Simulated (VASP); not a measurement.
Given:

```xyz
3
Lattice="0.0000 2.9512 2.9512 2.9512 0.0000 2.9512 2.9512 2.9512 0.0000" Properties=species:S:1:pos:R:3 pbc="T T T"
Li     1.4756     1.4756     1.4756
Li     4.4267     4.4267     4.4267
Se     5.9023     5.9023     5.9023
```

The numbers are results of SCAN meta-GGA, VASP's PBE PAW potentials (set 64) (plane waves; VASP), not measurements. Numerical set-up: 520 eV cut-off, 8×8×8 Γ-centred mesh, Gaussian smearing of 0.050 eV, potentials Li_sv Se.

**Question.** Predict the energy per atom (σ→0), pressure, band gap (on the k-mesh) with the smallest direct gap where there is one.

**Answer.** 
| Item | Value |
|---|---|
| band gap (on the k-mesh) | 3.42 eV |
| smallest direct gap (on the k-mesh) | 4.37 eV |
| energy per atom (σ→0) | -9.726 eV/atom |
| pressure | 1.22 GPa |

The absolute energy has meaning only against runs of the same code, potentials and settings.

The compound is Li2Se in the antifluorite structure. This cell is one point of a volume scan, at 0.97 of the reference volume.
